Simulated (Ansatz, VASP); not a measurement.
One calculation of MgH5W, two programs

```xyz
7
Lattice="2.8899 0.0000 0.0000 0.0000 2.8899 0.0000 0.0000 0.0000 6.4415" Properties=species:S:1:pos:R:3 pbc="T T T"
Mg    1.4449    1.4449    0.0000
H     0.0000    1.4449    2.0114
H     0.0000    1.4449    4.4300
H     1.4449    0.0000    2.0114
H     1.4449    0.0000    4.4300
H     0.0000    0.0000    0.0000
W     0.0000    0.0000    3.2207
```

Change from the starting cell: species swapped into the TlPd5Se type (P4/mmm, No. 123).

Alike in both runs: functional PBE; k mesh 14 × 14 × 6; occupations gaussian, width 0.1 eV; no spin polarisation.

Ansatz relaxed the structure, and its values are those at the end. VASP's run is a single point on that final structure, the one shown.

|  | VASP | Ansatz |
| --- | --- | --- |
| version | VASP 6.6.1 | Ansatz 0.2.0 |
| potentials or method | VASP PAW PBE potentials, release 64 (Mg, H, W_sv) | scalar-relativistic, plane waves, PAW |
| plane-wave cutoff (eV) | 520 | 420 |
| valence electrons in the cell | 21 | 29 |

```tsv
	VASP	Ansatz	Ansatz less VASP
gap on the k mesh at the Fermi level (eV)	none	none	-
pressure (GPa)	-0.1	0.0	+0.12
rms of the force components (eV/Å)	0.005	0.000	-0.0051
```

A gap of «none» marks a metal or a gap that the smearing closes. The two sets of potentials don't hold the same shells in valence.

Spin-orbit coupling is left out, which matters for the levels of W.
